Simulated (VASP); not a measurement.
A convergence study with VASP on Ta (bcc): one setting is varied, all else stays as given below, so the limit is that of these other settings. Each run relaxes cell and ions from the cell shown. The basis is that of the starting cell, so low cut-offs carry a Pulay error.

```xyz
1
Lattice="-1.6500 1.6500 1.6500 1.6500 -1.6500 1.6500 1.6500 1.6500 -1.6500" Properties=species:S:1:pos:R:3 pbc="T T T"
Ta     0.0000     0.0000     0.0000
```

Method: PBE GGA, VASP's PBE PAW potentials (set 64) (plane waves; VASP). The tightest run used: 700 eV cut-off, 13×13×13 Γ-centred mesh, first-order Methfessel-Paxton smearing of 0.10 eV, potentials Ta_pv.

The settings run are ENCUT = 150; ENCUT = 200; ENCUT = 250; ENCUT = 300; ENCUT = 350; ENCUT = 400; ENCUT = 450; ENCUT = 500; ENCUT = 550; ENCUT = 600; ENCUT = 650; ENCUT = 700. From which on does the relaxed volume stay within 0.1 Å³/atom of the tightest run?

From ENCUT = 250 on: it is off by 0.055 there and by no more than 0.1 in any finer run, while ENCUT = 200 is off by 0.368.
```
setting      relaxed volume (Å³/atom)  E (eV/atom)  plane waves  difference judged (Å³/atom)
-----------  ------------------------  -----------  -----------  ---------------------------
ENCUT = 150                    15.856     -12.2219           83                        2.500
ENCUT = 200                    17.988     -11.8063          135                        0.368
ENCUT = 250                    18.301     -11.8033          177                        0.055
ENCUT = 300                    18.305     -11.8065          236                        0.051
ENCUT = 350                    18.332     -11.8108          274                        0.024
ENCUT = 400                    18.349     -11.8122          339                        0.007
ENCUT = 450                    18.352     -11.8124          402                        0.005
ENCUT = 500                    18.352     -11.8125          470                        0.004
ENCUT = 550                    18.354     -11.8128          543                        0.003
ENCUT = 600                    18.355     -11.8130          613                        0.001
ENCUT = 650                    18.356     -11.8131          691                        0.001
ENCUT = 700                    18.356     -11.8131          767                        0.000
```

Left out are rungs that failed or repeat a setting and relaxations that didn't move; long series are thinned to 24 rows.

The compound is Ta in the bcc structure.
